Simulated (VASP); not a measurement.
An input for Ansatz (written as the equivalent of a VASP run, and not itself run):

Ansatz 0.2 input:
```yaml
crystal:
  lattice:
    - [0.0000000, 3.0254366, 3.0254366]
    - [3.0254366, 0.0000000, 3.0254366]
    - [3.0254366, 3.0254366, 0.0000000]
  atoms:
    - { symbol: Pb, position: [0.0000000, 0.0000000, 0.0000000] }
    - { symbol: Se, position: [0.5000000, 0.5000000, 0.5000000] }
kpoints:
  mp_grid: { grid: [7, 7, 7] }
hamiltonian:
  xc: r2scan
  pseudopotentials: { kind: paw }
scf:
  occupations: { method: gaussian, width: 0.05 }
  max_iter: 100
output: { forces: true, stress: true, eigenvalues: true }
```

Question: Write the VASP files for the same calculation (r2SCAN).

Answer: Several could match; the one computed here: 
### POSCAR
```
PbSe
1
    0.0000000000     3.0254366400     3.0254366400
    3.0254366400     0.0000000000     3.0254366400
    3.0254366400     3.0254366400     0.0000000000
Pb Se
1 1
Direct
  0.0000000000   0.0000000000   0.0000000000
  0.5000000000   0.5000000000   0.5000000000
```

INCAR:
```
SYSTEM = PbSe
PREC = Accurate
ENCUT = 520
EDIFF = 1E-7
NELM = 100
ALGO = Normal
LREAL = .FALSE.
LASPH = .TRUE.
ISMEAR = 0
SIGMA = 0.05
METAGGA = R2SCAN
LMIXTAU = .TRUE.
LMAXMIX = 4
LWAVE = .FALSE.
LCHARG = .FALSE.
ISIF = 2
```

File KPOINTS:
```
Automatic mesh
0
Gamma
7 7 7
0 0 0
```

POTCAR, in this order: Pb_d Se (PBE.64 set). Program: vasp_std.

Limits of the translation: each code has its own PAW files, so the cut-off isn't converted (ENCUT is set for VASP's; basis.ecutwfc is left out, and Ansatz then takes the one that its files recommend); Ansatz stops its SCF on the density residual and VASP on the energy change (EDIFF).

The compound is PbSe in the rock salt structure. This cell is one point of a volume scan, at 0.94 of the reference volume.
